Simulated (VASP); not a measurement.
Here is a VASP 6.6.1 calculation.

Contents of INCAR:

```
SYSTEM = CoS
  PREC = Accurate
  ENCUT = 520
  EDIFF = 1E-6
  ISMEAR = 0
  SIGMA = 0.05
  LREAL = .False.
  LASPH = .True.
  NELM = 100
  ALGO = Normal
  ISIF = 2
  LWAVE = .False.
  LCHARG = .False.
  ISPIN = 2
  MAGMOM = 2 0
  LORBIT = 11
  NUPDOWN = 1
  LMAXMIX = 4
  LDAU = .True.
  LDAUTYPE = 2
  LDAUL = 2 -1
  LDAUU = 6 0
  LDAUJ = 0 0
  LDAUPRINT = 1
```

The input KPOINTS:

```
Automatic mesh
0
Gamma
  6 6 6
  0 0 0
```

File POSCAR:

```
CoS
1.0
    3.1097975700      0.0000000000      0.0000000000
    0.0000000000      3.1097975700      0.0000000000
    0.0000000000      0.0000000000      3.1097975700
Co S
1 1
Direct
    0.0000000000      0.0000000000      0.0000000000
    0.5000000000      0.5000000000      0.5000000000
```

Potentials or basis: VASP PAW LDA potentials, release 64 (Co, S).

Launch:

```bash
$ cat potpaw_LDA.64/Co/POTCAR potpaw_LDA.64/S/POTCAR > POTCAR
$ mpirun -np 1 vasp_std > vasp.out
```

**Question.** Estimate the pressure.

**Answer.** -28.6 GPa.

Eigenvalues of the final occupation matrices:
| site | spin | trace | eigenvalues |
| --- | --- | --- | --- |
| site 1 d | 1 | 4.50 | 0.87 0.87 0.87 0.94 0.94 |
| site 1 d | 2 | 3.03 | 0.60 0.60 0.60 0.62 0.62 |

Caveat: a pressure of tens of GPa on the cell as given is suspect, and the run, the potentials or the cell itself is likely at fault; the total moment is fixed, so each spin has its own Fermi level; a cell with one magnetic atom can't hold antiferromagnetic order, which such compounds often take. The state reached can hang on the start; a lower one may exist.
